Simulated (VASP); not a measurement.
Method: PBE GGA, VASP's PBE PAW potentials (set 64) (plane waves; VASP).

VASP input:

INCAR:
```
# general
SYSTEM   =  Zn
PREC     =  Accurate
ENCUT    =  480
LREAL    =  .FALSE.
LASPH    =  .TRUE.

# electronic loop
EDIFF    =  1E-7   # SCF stop (eV)
NELM     =  100
ALGO     =  Normal   # blocked Davidson
LMAXMIX  =  4   # l cut-off of mixed one-centre charges

# smearing
ISMEAR   =  1
SIGMA    =  0.1

# functional
GGA      =  PE

# ions
IBRION   =  2
NSW      =  40
ISIF     =  3
EDIFFG   =  -0.01
PSTRESS  =  50

# output
LWAVE    =  .FALSE.
LCHARG   =  .FALSE.
```

File KPOINTS:
```
Automatic mesh
0
Gamma
14 14 8
0 0 0
```

File POSCAR:
```
Zn
1.0
  1.3289300301  -2.3017748887   0.0000000000
  1.3289300301   2.3017748887   0.0000000000
  0.0000000000   0.0000000000   4.6347362134
Zn
2
Cart
  1.3289300301   0.7672598307   1.1586840534
  1.3289300301  -0.7672598307   3.4760521601
```

POTCAR, in this order: Zn (PBE.64 set). Program: vasp_std.

The resulting files:

### OSZICAR
```
       N       E                     dE             d eps       ncg     rms          rms(c)
DAV:   1     0.929219667065E+02    0.92922E+02   -0.12296E+04  3904   0.229E+03
DAV:   2     0.657462921945E-01   -0.92856E+02   -0.91818E+02  3936   0.297E+02
DAV:   3    -0.242341186497E+01   -0.24892E+01   -0.24859E+01  4720   0.599E+01
DAV:   4    -0.242998130151E+01   -0.65694E-02   -0.65692E-02  4688   0.307E+00
DAV:   5    -0.242999070881E+01   -0.94073E-05   -0.94078E-05  4552   0.956E-02    0.465E+00
DAV:   6    -0.220286448599E+01    0.22713E+00   -0.10795E+00  4016   0.237E+01    0.340E+00
DAV:   7    -0.219153810628E+01    0.11326E-01   -0.33606E-02  4896   0.347E+00    0.173E+00
DAV:   8    -0.218620134966E+01    0.53368E-02   -0.16739E-03  5440   0.724E-01    0.459E-02
DAV:   9    -0.218619537175E+01    0.59779E-05   -0.24261E-04  5456   0.244E-01    0.326E-02
DAV:  10    -0.218619793740E+01   -0.25656E-05   -0.25065E-05  4256   0.682E-02    0.316E-03
DAV:  11    -0.218619768690E+01    0.25050E-06   -0.11860E-07  4016   0.492E-03    0.181E-03
DAV:  12    -0.218619730290E+01    0.38400E-06   -0.36879E-08  2472   0.416E-03    0.990E-05
DAV:  13    -0.218619729936E+01    0.35448E-08   -0.10237E-08  2352   0.106E-03
   1 F= -.13013274E+01 E0= -.13012329E+01  d E =-.130133E+01
       N       E                     dE             d eps       ncg     rms          rms(c)
DAV:   1    -0.218569029408E+01    0.50701E-03   -0.68460E-03  3936   0.164E+00    0.174E-01
DAV:   2    -0.218517287594E+01    0.51742E-03   -0.20536E-03  3960   0.103E+00    0.595E-02
DAV:   3    -0.218511876309E+01    0.54113E-04   -0.37925E-05  4832   0.104E-01    0.325E-02
DAV:   4    -0.218509376047E+01    0.25003E-04   -0.77911E-06  5424   0.568E-02    0.208E-03
DAV:   5    -0.218509366769E+01    0.92783E-07   -0.12378E-06  4248   0.127E-02    0.930E-04
DAV:   6    -0.218509346333E+01    0.20436E-06   -0.14607E-08  2248   0.134E-03    0.163E-04
DAV:   7    -0.218509344887E+01    0.14455E-07   -0.65788E-09  2104   0.130E-03
   2 F= -.13013415E+01 E0= -.13012431E+01  d E =-.141021E-04
```

OUTCAR:
```
------------------------ aborting loop because EDIFF is reached ----------------------------------------
  FORCE on cell =-STRESS in cart. coord.  units (eV):
  Direction    XX          YY          ZZ          XY          YZ          ZX
  --------------------------------------------------------------------------------------
  Total        0.8851207      0.8851211      0.8938728      0.0000000     -0.0000000      0.0000000
  in kB       50.0774418     50.0774670     50.5726118      0.0000000     -0.0000000      0.0000000
  external PRESSURE =       0.2425068 kB  Pullay stress =      50.0000000 kB
  volume of cell :       28.32
      direct lattice vectors                 reciprocal lattice vectors
     1.328154384 -2.300431453  0.000000000     0.376462259 -0.217350532 -0.000000000
     1.328154384  2.300431453  0.000000000     0.376462259  0.217350532 -0.000000000
     0.000000000  0.000000000  4.634288737    -0.000000000  0.000000000  0.215782843
 POSITION                                       TOTAL-FORCE (eV/Angst)
 -----------------------------------------------------------------------------------
      1.32815      0.76681      1.15857         0.000000     -0.000000      0.000000
      1.32815     -0.76681      3.47572        -0.000000      0.000000      0.000000
 -----------------------------------------------------------------------------------
    total drift:                               -0.000013      0.000068      0.000004
  FREE ENERGIE OF THE ION-ELECTRON SYSTEM (eV)
  ---------------------------------------------------
  free  energy   TOTEN  =        -2.1850934489 eV

  energy  without entropy=       -2.1847979881  energy(sigma->0) =       -2.18499496
  enthalpy is  TOTEN    =        -1.3013415426 eV   P V=        0.8837519062

 reached required accuracy - stopping structural energy minimisation
```
(Selected blocks of OUTCAR.)

### CONTCAR
```
Zn
   1.00000000000000
     1.3281543841602683   -2.3004314533202690    0.0000000000000000
     1.3281543841602683    2.3004314533202690    0.0000000000000000
     0.0000000000000000    0.0000000000000000    4.6342887370347983
  Zn
     2
Direct
     0.3333330000000032    0.6666669999999968    0.2500000000000000
     0.6666669999999968    0.3333330000000032    0.7500000000000000
```

The compound is Zn in the hcp structure. This run relaxes it under an external pressure of 5 GPa. Symmetry was kept, so distortions that lower it aren't found.
